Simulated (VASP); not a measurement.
An input for Quantum ESPRESSO's pw.x (written as the equivalent of a VASP run, and not itself run):

```
&CONTROL
  calculation = 'scf'
  pseudo_dir = './pseudo'
  outdir = './out'
  tprnfor = .true.
  tstress = .true.
/
&SYSTEM
  ibrav = 0
  nat = 3
  ntyp = 2
  ecutwfc = 102
  occupations = 'smearing'
  smearing = 'gaussian'
  degauss = 0.003675
  input_dft = 'vdw-df-obk8'
/
&ELECTRONS
  conv_thr = 7.3e-09
  electron_maxstep = 100
/
ATOMIC_SPECIES
  Cd 112.414 Cd.upf
  F 18.998 F.upf
CELL_PARAMETERS angstrom
     0.0000000    2.6661705    2.6661705
     2.6661705    0.0000000    2.6661705
     2.6661705    2.6661705    0.0000000
ATOMIC_POSITIONS crystal
  Cd   0.0000000  0.0000000  0.0000000
  F    0.2500000  0.2500000  0.2500000
  F    0.7500000  0.7500000  0.7500000
K_POINTS automatic
  7 7 7 0 0 0
```

### Question
Write the VASP files for the same calculation (optB88-vdW).

### Answer
One answer among several that fit: 
KPOINTS:
```
kpoints
0
Gamma
  7 7 7
0 0 0
```

### INCAR
```
! general
SYSTEM    =  CdF2
PREC      =  Accurate
ENCUT     =  520
LREAL     =  F   ! projection in real space or not
LASPH     =  T

! electronic loop
EDIFF     =  1E-7   ! SCF stop (eV)
NELM      =  100
ALGO      =  Normal
LMAXMIX   =  4   ! l cut-off of mixed one-centre charges

! smearing
ISMEAR    =  0
SIGMA     =  0.05   ! width (eV)

! functional
GGA       =  BO
LUSE_VDW  =  T
AGGAC     =  0.0
PARAM1    =  0.1833333333
PARAM2    =  0.22

! ions
ISIF      =  2   ! forces and stress, cell fixed

! output
LWAVE     =  F
LCHARG    =  F
```

**POSCAR**
```
CdF2
2.6661710
  0.0000000000   0.9999998139   0.9999998139
  0.9999998139   0.0000000000   0.9999998139
  0.9999998139   0.9999998139   0.0000000000
Cd F
1 2
Cart
  0.0000000000   0.0000000000   0.0000000000
  0.4999999070   0.4999999070   0.4999999070
  1.4999997209   1.4999997209   1.4999997209
```

POTCAR, in this order: Cd F (PBE.64 set). Program: vasp_std.

Limits of the translation: the potentials are each code's own (VASP's PAW set, PseudoDojo norm-conserving files in pw.x), so ENCUT and ecutwfc are chosen apart and not converted; conv_thr bounds pw.x's estimated SCF error, while EDIFF bounds the energy change between steps.

The compound is CdF2 in the fluorite structure. This cell is one point of a volume scan, at 0.94 of the reference volume.
